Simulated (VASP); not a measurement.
# Which face does V expose?, part 6 of 6

How do surface energy, work function and relaxation of V depend on the face?

VASP 6.6.1; PBEsol, no spin polarisation; plane waves and PAW (V).

So far. Step 6 (Relaxing the slab, 9 atoms, face V(100)): The run ended after 15 ionic steps, 0.247 eV below its first step, once the forces on the free atoms met EDIFFG = -0.03. Step 7 (Potential and states of the slab, 9 atoms, face V(100)): The vacuum level lies 3.80 eV above the Fermi level at the upper face; both faces agree, as the slab has next to no dipole.

## Step 8: Relaxing the slab, 11 atoms, face V(111) (continued)

Relaxation path:

```
step  energy less that of the first step (eV)  largest force (eV/Å)
   1                                   0.0000                1.4006
   2                                  -0.2436                1.1340
   3                                  -0.4873                0.2909
   4                                  -0.5094                0.2559
   5                                  -0.5563                0.1732
   6                                  -0.5482                0.2845
   7                                  -0.5712                0.1675
   8                                  -0.5713                0.1808
   9                                  -0.5778                0.0861
  10                                  -0.5783                0.1160
  11                                  -0.5819                0.0377
  12                                  -0.5820                0.0471
  13                                  -0.5825                0.0152
```

The atoms that moved most (Å):

```
atom     dx     dy      dz  length
  V1  0.000  0.000   0.315   0.315
 V11  0.000  0.000  -0.315   0.315
 V10  0.000  0.000  -0.109   0.109
  V2  0.000  0.000   0.109   0.109
  V4  0.000  0.000   0.046   0.046
  V8  0.000  0.000  -0.046   0.046
  V3  0.000  0.000  -0.044   0.044
  V9  0.000  0.000   0.044   0.044
```

Final coordinates:

```cif
data_structure
_symmetry_space_group_name_H-M 'P 1'
_symmetry_Int_Tables_number 1
_cell_length_a 4.1622
_cell_length_b 4.1622
_cell_length_c 23.4962
_cell_angle_alpha 90.000
_cell_angle_beta 90.000
_cell_angle_gamma 60.000
_cell_volume 352.52
loop_
_atom_site_label
_atom_site_type_symbol
_atom_site_fract_x
_atom_site_fract_y
_atom_site_fract_z
_atom_site_occupancy
V1 V 0.66667 0.66667 0.33261 1
V2 V 0.00000 0.00000 0.35999 1
V3 V 0.33333 0.33333 0.38966 1
V4 V 0.66667 0.66667 0.42965 1
V5 V 0.00000 0.00000 0.46407 1
V6 V 0.33333 0.33333 0.50000 1
V7 V 0.66667 0.66667 0.53593 1
V8 V 0.00000 0.00000 0.57035 1
V9 V 0.33333 0.33333 0.61034 1
V10 V 0.66667 0.66667 0.64001 1
V11 V 0.00000 0.00000 0.66739 1
```

The run ended after 13 ionic steps, 0.583 eV below its first step, once the forces on the free atoms met EDIFFG = -0.03.

## Step 9: Potential and states of the slab, 11 atoms, face V(111)

The input, INCAR:

```
SYSTEM = V
PREC = Normal
ENCUT = 320
EDIFF = 1E-06
NELM = 120
ISMEAR = 1
SIGMA = 0.15
LREAL = .FALSE.
ALGO = Fast
GGA = PS
NBANDS = 38
LASPH = .TRUE.
LORBIT = 11
LWAVE = .FALSE.
LCHARG = .TRUE.
KPAR = 4
IDIPOL = 3
LDIPOL = .TRUE.
DIPOL = 0.5 0.5 0.5
LVHAR = .TRUE.
LVACPOTAV = .TRUE.
NEDOS = 1500
```

The input, POSCAR:

```
V
1.0
    4.1622464860      0.0000000000      0.0000000000
    2.0811232430      3.6046111937      0.0000000000
    0.0000000000      0.0000000000     23.4961500619
V
11
Direct
    0.6666666700      0.6666666700      0.3326148568
    0.0000000000      0.0000000000      0.3599859763
    0.3333333300      0.3333333300      0.3896613324
    0.6666666700      0.6666666700      0.4296531117
    0.0000000000      0.0000000000      0.4640741941
    0.3333333300      0.3333333300      0.5000000000
    0.6666666700      0.6666666700      0.5359258059
    0.0000000000      0.0000000000      0.5703468883
    0.3333333300      0.3333333300      0.6103386676
    0.6666666700      0.6666666700      0.6400140237
    0.0000000000      0.0000000000      0.6673851432
```

The input, KPOINTS:

```
Automatic mesh
0
Gamma
9 9 1
0 0 0
```

Potentials, in the order of the species: V (PBE family, release 64).

On the command line:

```
$ mpirun -np 4 vasp_std
```

The program printed:

```text
[... set-up lines as in an earlier step ...]
 entering main loop
       N       E                     dE             d eps       ncg     rms          rms(c)
DAV:   1     0.374737528835E+03    0.37474E+03   -0.13881E+04   912   0.928E+02
DAV:   2    -0.499368238988E+02   -0.42467E+03   -0.40484E+03   918   0.286E+02
DAV:   3    -0.115988992354E+03   -0.66052E+02   -0.63031E+02  1496   0.133E+02
DAV:   4    -0.121239533014E+03   -0.52505E+01   -0.51166E+01  1408   0.556E+01
[...]
RMM:  32    -0.100081135033E+03   -0.53212E-05   -0.81822E-07   627   0.574E-03    0.230E-03
RMM:  33    -0.100081136723E+03   -0.16898E-05   -0.62738E-07   603   0.664E-03    0.120E-03
RMM:  34    -0.100081137379E+03   -0.65589E-06   -0.29072E-07   591   0.386E-03
 [... a notice as in an earlier step ...]

   1 F= -.10008114E+03 E0= -.10008601E+03  d E =0.146143E-01
```

Wall time 47 s (4 MPI ranks of AMD EPYC 7R43, shared host); peak memory 0.76 GiB.

From OUTCAR (step 9):

```text
  Total       -1.2439488     -1.2439488     -0.0366815      0.0000000      0.0000000      0.0000000
  in kB       -5.6536663     -5.6536663     -0.1667150      0.0000000      0.0000000      0.0000000
  external PRESSURE =      -3.8246825 kB  Pullay stress =       0.0000000 kB

 POSITION                                       TOTAL-FORCE (eV/Angst)
 -----------------------------------------------------------------------------------
      4.16225      2.40307      7.81517         0.000000      0.000000      0.004939
      0.00000      0.00000      8.45828        -0.000000     -0.000000      0.010112
      2.08112      1.20154      9.15554        -0.000000     -0.000000     -0.013896
      4.16225      2.40307     10.09519        -0.000000      0.000000     -0.010637
      0.00000      0.00000     10.90396         0.000000      0.000000      0.002067
      2.08112      1.20154     11.74808         0.000000      0.000000     -0.000000
      4.16225      2.40307     12.59219        -0.000000     -0.000000     -0.002067
      0.00000      0.00000     13.40096         0.000000      0.000000      0.010637
      2.08112      1.20154     14.34061         0.000000     -0.000000      0.013896
      4.16225      2.40307     15.03787         0.000000      0.000000     -0.010112
      0.00000      0.00000     15.68098        -0.000000     -0.000000     -0.004939
 -----------------------------------------------------------------------------------
    total drift:                               -0.000001     -0.000000      0.000000

  FREE ENERGIE OF THE ION-ELECTRON SYSTEM (eV)
  ---------------------------------------------------
  free  energy   TOTEN  =      -100.0811373786 eV

  energy  without entropy=     -100.0957516652  energy(sigma->0) =     -100.08600881

[... 2 parts as in an earlier step ...]

[... 1 further part left out ...]
[key lines of the parts left out:]
E-fermi :   0.3254
```

The map of layer states is cut here 0.5 eV above the Fermi level, so it leaves out the states above that.

The vacuum level lies 3.99 eV above the Fermi level at the upper face; both faces agree, as the slab has next to no dipole.

The program found no field-free point at its default tolerance, but its printed level agrees with the flat part of the planar average.

On this mesh the fine structure of the density of states is sampling noise, and high empty states may be cut by the number of bands.

## Step 10: The faces side by side

This step: surfaces of a metal, PBEsol; plane waves and PAW (VASP 6.6.1).

No new run; the numbers come from the runs before.

Symmetric slabs, all atoms free. All faces:

```
  face  layers  area a surface atom (Å²)  work function (eV)  surface energy as cut (J/m²)  surface energy relaxed (J/m²)  change of the top spacing (%)
V(110)       7                     6.125               4.859                         2.754                          2.648                          -5.75
V(100)       9                     8.662                 3.8                         2.882                          2.653                         -13.09
V(111)      11                        15               3.988                         3.292                          2.981                         -24.31
```

Each surface energy is the slab's energy less its number of atoms times the bulk energy of -9.6062 eV, over twice the cell's area.

## Step 11: Results

| Quantity | Value |
| --- | --- |
| V(110) | 2.65 J/m², 4.86 eV |
| V(100) | 2.65 J/m², 3.80 eV |
| V(111) | 2.98 J/m², 3.99 eV |

**Reading.** The cheapest face is V(110) at 2.65 J/m², against 2.65 for V(100) and 2.98 for V(111). The work functions are 4.86 eV for V(110), 3.99 eV for V(111) and 3.80 eV for V(100). The densest face has the highest work function, as the smoothing of the electron density over an open face lowers the surface dipole. Among the others the order doesn't follow the density. The two cheapest faces differ by under 4 %, which one mesh and one thickness don't resolve. The top spacing changes by -5.8 % on V(110), -13.1 % on V(100) and -24.3 % on V(111), the most on the most open face. One thickness was run for each face, and bulk and slab meshes don't match, which leaves some hundredths of a J/m². The cells are 1 × 1 and can't reconstruct. A static run ended above the relaxation before it, so the levels read from it are doubtful.

[Lines on the potential files, build, host, timing and source positions are cut from VASP's logs without a mark.]

[Logs are printed without paths, hosts, clocks, repeated set-up lines and the standing remarks that a program may print on its own settings, such as how far it seeks lower states.]

[Hosts, paths, dates, database ids (printed as entryN), source tags and the programs' standing remarks are cut or masked in the printed files.]

[Runs that stopped without an error message from VASP are left out.]
